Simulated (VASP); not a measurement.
Input:

```xyz
2
Lattice="0.0000 2.7528 2.7528 2.7528 0.0000 2.7528 2.7528 2.7528 0.0000" Properties=species:S:1:pos:R:3 pbc="T T T"
Al     0.0000     0.0000     0.0000
P      1.3764     1.3764     1.3764
```

The numbers are results of PBE GGA, VASP's PBE PAW potentials (set 64) (plane waves; VASP 6.6.1), not measurements. Numerical set-up: 400 eV cut-off, 15×15×15 Γ-centred mesh, Gaussian smearing of 0.010 eV, potentials Al P.

Q: What does the run give for the energy per atom (σ→0)?

A: 
```yaml
energy per atom (σ→0): -5.189 eV/atom
```

Total energies compare only between runs with the same potentials, cut-off and functional.

The compound is AlP in the zinc blende structure. It was relaxed first.
